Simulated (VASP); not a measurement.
Crystal: Ti2Bi2O7.

```
CELL_PARAMETERS angstrom
0.00000 5.20655 5.20655
5.20655 0.00000 5.20655
5.20655 5.20655 0.00000
ATOMIC_POSITIONS crystal
Ti 0.12500 0.62500 0.62500
Ti 0.62500 0.62500 0.12500
Ti 0.62500 0.62500 0.62500
Ti 0.62500 0.12500 0.62500
Bi 0.12500 0.12500 0.12500
Bi 0.62500 0.12500 0.12500
Bi 0.12500 0.62500 0.12500
Bi 0.12500 0.12500 0.62500
O 0.69882 0.30118 0.30118
O 0.30118 0.69882 0.30118
O 0.00000 0.00000 0.00000
O 0.55118 0.94882 0.94882
O 0.30118 0.30118 0.69882
O 0.30118 0.69882 0.69882
O 0.69882 0.30118 0.69882
O 0.94882 0.55118 0.94882
O 0.94882 0.55118 0.55118
O 0.69882 0.69882 0.30118
O 0.55118 0.94882 0.55118
O 0.55118 0.55118 0.94882
O 0.94882 0.94882 0.55118
O 0.25000 0.25000 0.25000
```

The cell comes from a database or a generator and needn't be the stable form of this composition.

| Item | Value |
| --- | --- |
| Program | VASP 6.6.1 |
| Task | relaxation of cell and atoms |
| Functional | r2SCAN |
| Potentials or basis | VASP PAW PBE potentials, release 64 (Ti_sv, Bi_d, O) |
| Cutoff | 600 eV |
| k mesh | 6 × 6 × 6 |
| Occupations | gaussian, width 0.03 eV |
| Spin | no spin polarisation |

At the start: pressure -4.4 GPa; volume 12.83 Å³/atom.

Task: How do energy, volume and symmetry change on relaxing?

Result: Over 5 steps the energy falls by 4.2 meV/atom and the volume is 12.54 Å³/atom (-2.3 %); space group Fd-3m (No. 227, to 0.05 Å).

Step by step:
```
step  energy change (eV)  largest force (eV/Å)  pressure (GPa)  volume (Å³)
   1              0.0000                0.0938           -4.41       282.28
   2              0.0483                0.1505            5.95       268.11
   3             -0.0925                0.0105           -0.03       275.81
   4             -0.0925                0.0126            0.06       275.68
   5             -0.0926                0.0035           -0.07       275.84
```

Final structure:
```xyz
22
Lattice="0.0000 5.1667 5.1667 5.1667 0.0000 5.1667 5.1667 5.1667 0.0000" Properties=species:S:1:pos:R:3 pbc="T T T"
Ti    6.4583    3.8750    3.8750
Ti    3.8750    3.8750    6.4583
Ti    6.4583    6.4583    6.4583
Ti    3.8750    6.4583    3.8750
Bi    1.2917    1.2917    1.2917
Bi    1.2917    3.8750    3.8750
Bi    3.8750    1.2917    3.8750
Bi    3.8750    3.8750    1.2917
O     3.1137    5.1667    5.1667
O     5.1667    3.1137    5.1667
O     5.1667    5.1667    0.0000
O     9.8030    7.7500    7.7500
O     5.1667    5.1667    3.1137
O     7.2197    5.1667    5.1667
O     5.1667    7.2197    5.1667
O     7.7500    9.8030    7.7500
O     5.6970    7.7500    7.7500
O     5.1667    5.1667    7.2197
O     7.7500    5.6970    7.7500
O     7.7500    7.7500    5.6970
O     7.7500    7.7500    9.8030
O     2.5833    2.5833    2.5833
```

Caveat: the PAW data sets were made with another functional, which shifts forces and pressure a little.
